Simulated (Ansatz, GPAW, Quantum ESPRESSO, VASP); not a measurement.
Code comparison for Cu3Sn (Pmmn, 8 atoms in the cell)

Self-consistent single point, at a second geometry (lattice scaled by 0.98). First geometry:

```xyz
8
Lattice="4.3237 0.0000 0.0000 0.0000 5.4325 0.0000 0.0000 0.0000 4.7646" Properties=species:S:1:pos:R:3 pbc="T T T"
Cu     2.1618     0.0000     1.4341
Cu     0.0000     2.7163     3.3304
Cu     0.0000     4.0772     0.7424
Cu     0.0000     1.3553     0.7424
Cu     2.1618     4.0716     4.0222
Cu     2.1618     1.3610     4.0222
Sn     2.1618     2.7163     1.6256
Sn     0.0000     0.0000     3.1390
```

Shared settings, as Ansatz (a program for electronic structure) writes them: kpoints.mp_grid.grid = 4 3 4; scf.occupations.method = fermi_dirac; scf.occupations.width = 0.1 eV. Potentials and cutoffs stand in the table.

```
code                                                              model  ΔF from the first geometry (meV/atom)  pressure (GPa)  largest force (eV/Å)   cutoff
----------------  -----------------------------------------------------  -------------------------------------  --------------  --------------------  -------
VASP                         PBEsol, VASP's PBE PAW potentials (set 64)                                   14.9            6.00                 0.082   300 eV
Quantum ESPRESSO           PBEsol, PSlibrary PAW (PBE) pseudopotentials                                   13.8            6.17                 0.077    55 Ry
Ansatz                          PBEsol, default PAW files made with PBE                                   12.1            6.87                 0.079  default
GPAW              PBEsol, GPAW PAW datasets PBEsol (made by gpaw-setup)                                   17.0            7.33                 0.122   800 eV
```

For VASP (by 1.7 GPa), Quantum ESPRESSO (by 1.1 GPa) and GPAW (by 0.5 GPa) the energy change implies a higher mean pressure, against the two pressures, than for the other programs: a sign of finite-basis (Pulay) stress.

Size of the force on each atom (eV/Å): Sizes of forces hide their directions.

```json
[
 {"code": "VASP", "Cu1": "0.079", "Cu2": "0.079", "Cu3": "0.082", "Cu4": "0.082", "Cu5": "0.082", "Cu6": "0.082", "Sn7": "0.041", "Sn8": "0.041"},
 {"code": "Quantum ESPRESSO", "Cu1": "0.064", "Cu2": "0.064", "Cu3": "0.077", "Cu4": "0.077", "Cu5": "0.077", "Cu6": "0.077", "Sn7": "0.047", "Sn8": "0.047"},
 {"code": "Ansatz", "Cu1": "0.070", "Cu2": "0.070", "Cu3": "0.079", "Cu4": "0.079", "Cu5": "0.079", "Cu6": "0.079", "Sn7": "0.048", "Sn8": "0.048"},
 {"code": "GPAW", "Cu1": "0.122", "Cu2": "0.122", "Cu3": "0.095", "Cu4": "0.095", "Cu5": "0.095", "Cu6": "0.095", "Sn7": "0.038", "Sn8": "0.038"}
]
```

On Ansatz's run: spin polarisation is off.

The spread over the programs that give each value: ΔF from the first geometry within 4.9 meV/atom; pressure within 1.33 GPa; largest force within 0.045 eV/Å.

Ansatz's pressure is given at a fixed set of plane waves, as the other plane-wave codes print theirs; with its correction for the finite basis it is 6.99 GPa.

The shared mesh is coarse (it stands for a supercell whose shortest vector is 16 Å), so the values are not converged in it.

VASP's run is marked for a possible Pulay error in its stress at this cutoff; no cutoff test was made.

The starting cell comes from a database of computed structures (which also holds hypothetical and non-ambient phases and stackings), without a prior relaxation at this level. For this run, on top of that: lattice scaled by 0.98.

Left out of this page: CP2K, Elk and FLEUR (not drawn, or without a comparable value).

Keys are those of Ansatz 0.2.
